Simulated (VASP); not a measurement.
Data:

```yaml
crystal:
  lattice:
    - [3.84860, 0.00000, 0.00000]
    - [-1.92430, 3.33299, 0.00000]
    - [0.00000, 0.00000, 6.30427]
  atoms:
    - { symbol: Zn, position: [0.33333, 0.66667, 0.00012] }
    - { symbol: Zn, position: [0.66667, 0.33333, 0.50012] }
    - { symbol: S, position: [0.33333, 0.66667, 0.37488] }
    - { symbol: S, position: [0.66667, 0.33333, 0.87488] }
```

Calculation: PBE GGA, VASP's PBE PAW potentials (set 64) (plane waves; VASP). Numerical set-up: 480 eV cut-off, 6×6×3 Γ-centred mesh, Gaussian smearing of 0.050 eV, potentials Zn S.

**Question.** What does the run give for the energy per atom (σ→0), band gap (on the k-mesh) with the smallest direct gap where there is one?

**Answer.** 
```json
{
 "band gap (on the k-mesh)": "2.08 eV",
 "smallest direct gap (on the k-mesh)": "2.08 eV",
 "energy per atom (σ→0)": "-330.2 kJ/mol-atom"
}
```

Only differences to runs with the same potentials and settings are physical.

The compound is ZnS in the wurtzite structure, the high-temperature form. It was relaxed first. The start is the result of an earlier pass.
